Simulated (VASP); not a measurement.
Consider the following.

```xyz
2
Lattice="3.1263 0.0000 0.0000 0.0000 3.1263 0.0000 0.0000 0.0000 3.1263" Properties=species:S:1:pos:R:3 pbc="T T T"
Nb     0.0000     0.0000     0.0000
Si     1.5631     1.5631     1.5631
```

Method: PBEsol GGA, VASP's PBE PAW potentials (set 64) (plane waves; VASP). Settings: 400 eV cut-off, Gaussian smearing of 0.050 eV, potentials Nb_sv Si.

Question: Give the energies of bands 5 to 11 at the high-symmetry points, in eV from the Fermi level.

Answer: 
| band | Γ | X | M | R |
|---|---|---|---|---|
| 5 | -11.18 | -7.97 | -8.08 | -5.22 |
| 6 | -2.76 | -6.39 | -2.87 | -5.22 |
| 7 | -2.76 | -1.56 | -2.87 | -5.22 |
| 8 | 2.35 | -1.09 | -2.24 | -3.75 |
| 9 | 2.35 | -1.09 | 0.31 | 3.98 |
| 10 | 2.43 | 2.84 | 0.31 | 3.98 |
| 11 | 2.61 | 4.41 | 4.38 | 3.98 |

It has no gap at this level: it comes out as a metal or semimetal.

The structure was generated: NbSi was put into the CsCl type type (Pm-3m), which need not be its known phase. It was relaxed first, which changed the volume by -33 %. The electron count is odd and the run is not spin-polarised, which forces a metal.
